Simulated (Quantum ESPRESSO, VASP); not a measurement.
A VASP calculation is set up with these files.

**POSCAR**
```
La3TlC
1
    5.3251460000     0.0000000000     0.0000000000
    0.0000000000     5.3251460000     0.0000000000
    0.0000000000     0.0000000000     5.3251460000
La Tl C
3 1 1
Direct
  0.5000000000   0.0000000000   0.5000000000
  0.0000000000   0.5000000000   0.5000000000
  0.5000000000   0.5000000000   0.0000000000
  0.0000000000   0.0000000000   0.0000000000
  0.5000000000   0.5000000000   0.5000000000
```

**KPOINTS**
```
Automatic mesh
0
Gamma
5 5 5
0 0 0
```

**INCAR**
```
LMAXMIX=6   # l cut-off of mixed one-centre charges
LCHARG=.FALSE.
EDIFF=1E-6
SYSTEM=La3TlC
ISMEAR=0   # Gaussian
SIGMA=0.272
LASPH=.TRUE.
ENCUT=400   # plane-wave cut-off (eV)
ALGO=Normal   # blocked Davidson
ISIF=2   # forces and stress, cell fixed
LREAL=.FALSE.   # projection in real space or not
LWAVE=.FALSE.
PREC=Accurate
NELM=100
```

POTCAR, in this order: La Tl_d C (LDA.64 set). Program: vasp_std.

### Question
Translate it to Quantum ESPRESSO.

### Answer
One input that does it (LDA (PZ), GBRV 1.5 ultrasoft (LDA) pseudopotentials):
```
&CONTROL
    calculation = 'scf'
    outdir = './tmp/'
    pseudo_dir = './'
    tprnfor = .true.
    tstress = .true.
/
&SYSTEM
    ibrav = 0
    nat = 5
    ntyp = 3
    ecutwfc = 40
    ecutrho = 200
    occupations = 'smearing'
    smearing = 'gauss'
    degauss = 0.019992
/
&ELECTRONS
    conv_thr = 1.0e-11
/
ATOMIC_SPECIES
La   138.9055  la_lda_v1.uspp.F.UPF
Tl   204.3800  tl_lda_v1.2.uspp.F.UPF
C     12.0110  c_lda_v1.2.uspp.F.UPF
ATOMIC_POSITIONS {angstrom}
La    2.66257300    0.00000000    2.66257300
La    0.00000000    2.66257300    2.66257300
La    2.66257300    2.66257300    0.00000000
Tl    0.00000000    0.00000000    0.00000000
C     2.66257300    2.66257300    2.66257300
K_POINTS {automatic}
5 5 5  0 0 0
CELL_PARAMETERS {bohr}
  10.06306751     0.00000000     0.00000000
   0.00000000    10.06306751     0.00000000
   0.00000000     0.00000000    10.06306751
```
Both are inputs of real runs that ended normally. What can't carry over is the choice of potentials or basis and its cut-off, and each code's defaults.

VASP's LDA is the Perdew-Zunger fit; the other code's may be Perdew-Wang, which differs slightly.

The structure comes from a computed database's La3TlC entry (Pm-3m); how it stands against other phases isn't given here. The cell was not relaxed at this level, and it may have been scaled.
